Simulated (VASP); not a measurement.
Level of theory: PBEsol GGA, VASP's PBE PAW potentials (set 64) (plane waves; VASP 6.6.1).

VASP ran on this input.

**POSCAR**
```
BN
1.0
  0.0000000000   1.8037830981   1.8037830981
  1.8037830981   0.0000000000   1.8037830981
  1.8037830981   1.8037830981   0.0000000000
B N
1 1
Cart
  0.0000000000   0.0000000000   0.0000000000
  0.9018915491   0.9018915491   0.9018915491
```

**KPOINTS**
```
Automatic mesh
0
Gamma
12 12 12
0 0 0
```

**INCAR**
```
SIGMA  =  0.05   ! width (eV)
SYSTEM  =  BN
IBRION  =  2   ! conjugate gradients
ISMEAR  =  0
PREC  =  Accurate
GGA  =  PS   ! PBEsol
ENCUT  =  620   ! plane-wave cut-off (eV)
EDIFFG  =  -0.02   ! ionic stop
LREAL  =  .False.
LWAVE  =  .False.
EDIFF  =  1E-6   ! SCF stop (eV)
LASPH  =  .True.
ALGO  =  Normal   ! blocked Davidson
ISIF  =  3   ! ions, shape and volume
NSW  =  40
LCHARG  =  .False.
NELM  =  100
```

POTCAR, in this order: B N (PBE.64 set). Program: vasp_std.

The resulting files:

File OSZICAR:
```
       N       E                     dE             d eps       ncg     rms          rms(c)
DAV:   1     0.140554313571E+02    0.14055E+02   -0.57082E+03  1152   0.114E+03
DAV:   2    -0.190142461892E+02   -0.33070E+02   -0.32170E+02  1568   0.215E+02
DAV:   3    -0.193071207589E+02   -0.29287E+00   -0.29287E+00  1296   0.228E+01
DAV:   4    -0.193074320960E+02   -0.31134E-03   -0.31134E-03  1640   0.701E-01
DAV:   5    -0.193074321680E+02   -0.71960E-07   -0.71960E-07  1288   0.821E-03    0.656E+00
DAV:   6    -0.184592991712E+02    0.84813E+00   -0.31488E+00  1560   0.138E+01    0.326E+00
DAV:   7    -0.183727110918E+02    0.86588E-01   -0.97681E-02  1488   0.297E+00    0.186E+00
DAV:   8    -0.183518410052E+02    0.20870E-01   -0.41573E-02  1336   0.171E+00    0.181E-01
DAV:   9    -0.183518575347E+02   -0.16529E-04   -0.40746E-04  1192   0.237E-01    0.742E-02
DAV:  10    -0.183518736900E+02   -0.16155E-04   -0.73248E-05  1632   0.951E-02    0.133E-02
DAV:  11    -0.183518752630E+02   -0.15730E-05   -0.28120E-06  1272   0.161E-02    0.492E-03
DAV:  12    -0.183518752939E+02   -0.30891E-07   -0.69187E-07   584   0.727E-03
   1 F= -.18351875E+02 E0= -.18351875E+02  d E =-.183519E+02
```

OUTCAR:
```
------------------------ aborting loop because EDIFF is reached ----------------------------------------
  FORCE on cell =-STRESS in cart. coord.  units (eV):
  Direction    XX          YY          ZZ          XY          YZ          ZX
  --------------------------------------------------------------------------------------
  Total       -0.0233163     -0.0233163     -0.0233163      0.0000000      0.0000000      0.0000000
  in kB       -3.1826407     -3.1826407     -3.1826407      0.0000000      0.0000000      0.0000000
  external PRESSURE =      -3.1826407 kB  Pullay stress =       0.0000000 kB
  volume of cell :       11.74
      direct lattice vectors                 reciprocal lattice vectors
     0.000000000  1.803783098  1.803783098    -0.277195191  0.277195191  0.277195191
     1.803783098  0.000000000  1.803783098     0.277195191 -0.277195191  0.277195191
     1.803783098  1.803783098  0.000000000     0.277195191  0.277195191 -0.277195191
  FREE ENERGIE OF THE ION-ELECTRON SYSTEM (eV)
  ---------------------------------------------------
  free  energy   TOTEN  =       -18.3518752939 eV

  energy  without entropy=      -18.3518752939  energy(sigma->0) =      -18.35187529

 reached required accuracy - stopping structural energy minimisation
```
(Selected blocks of OUTCAR.)

The compound is BN in the zinc blende structure. It was relaxed first.
